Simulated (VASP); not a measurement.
# BCNH₂: harmonic vibrations of a molecule

BCNH₂, molecule in box, 5 atoms in the cell. PBE, harmonic vibrations; PAW potentials B, C, N, H (PBE set).

## Input

INCAR.step1:
```
SYSTEM = BH2CN
ALGO     = Normal         ! electronic algorithm
EDIFF    = 1E-8           ! SCF threshold, eV
EDIFFG   = -0.002         ! ionic threshold
ENCUT    = 400            ! plane-wave cutoff, eV
IBRION   = 2              ! ionic algorithm
ISIF     = 2              ! what is computed and relaxed
ISMEAR   = 0              ! smearing method
ISYM     = 0            
LASPH    = .TRUE.         ! aspherical terms in the spheres
LCHARG   = .FALSE.        ! write CHGCAR
LREAL    = .FALSE.        ! projectors in reciprocal space
LWAVE    = .FALSE.        ! write WAVECAR
NELM     = 100            ! most SCF steps
NSW      = 60             ! ionic steps
POTIM    = 0.5            ! step
PREC     = Accurate       ! precision mode
SIGMA    = 0.01           ! smearing width, eV
```

INCAR.step2, as INCAR.step1 but for:
```
- EDIFFG = -0.002
- IBRION = 2
- ISIF = 2
- NSW = 60
- POTIM = 0.5
+ IBRION = 5
+ NFREE = 2
+ NSW = 1
+ POTIM = 0.015
```

KPOINTS:
```
k-points
0
Gamma
  1 1 1
```

POSCAR.step1:
```
BH2CN
1.0
   11.0000000000      0.0000000000      0.0000000000
    0.0000000000     13.0000000000      0.0000000000
    0.0000000000      0.0000000000     12.0000000000
B C N H
1 1 1 2
Direct
    0.4793363600      0.5357769200      0.4849833300
    0.5313272700      0.4482384600      0.5543666700
    0.5707636400      0.3818615400      0.6069916700
    0.4316000000      0.5162461500      0.3986750000
    0.4878181800      0.6213692300      0.5189166700
```

Commands (each step's output is kept before the next begins):
```
cat potpaw_PBE.64/B/POTCAR potpaw_PBE.64/C/POTCAR potpaw_PBE.64/N/POTCAR potpaw_PBE.64/H/POTCAR > POTCAR
cp INCAR.step1 INCAR
cp POSCAR.step1 POSCAR
mpirun -np 4 vasp_gam > vasp.out
cp CONTCAR POSCAR
cp INCAR.step2 INCAR
mpirun -np 4 vasp_gam > vasp.out
```

## Result

- Vibrations (cm⁻¹; a negative value is imaginary): 2669, 2577, 2227, 1172, 967, 872, 849, 308, 269
- Zero-point energy (eV): 0.738
- Translations and rotations, which should read zero (cm⁻¹): -48, -16, -15, 2, 3, 8
- Vibrational entropy at 298 K (meV/K): 0.150
- Displaced cells: 30
- Ionic steps, all stages: 49
- Electronic steps, all stages: 846

VASP 6.6.1 took 1685 s on 4 cores (Intel Xeon Platinum 8259CL @ 2.50GHz (Skylake/Cascade Lake)), a shared host.
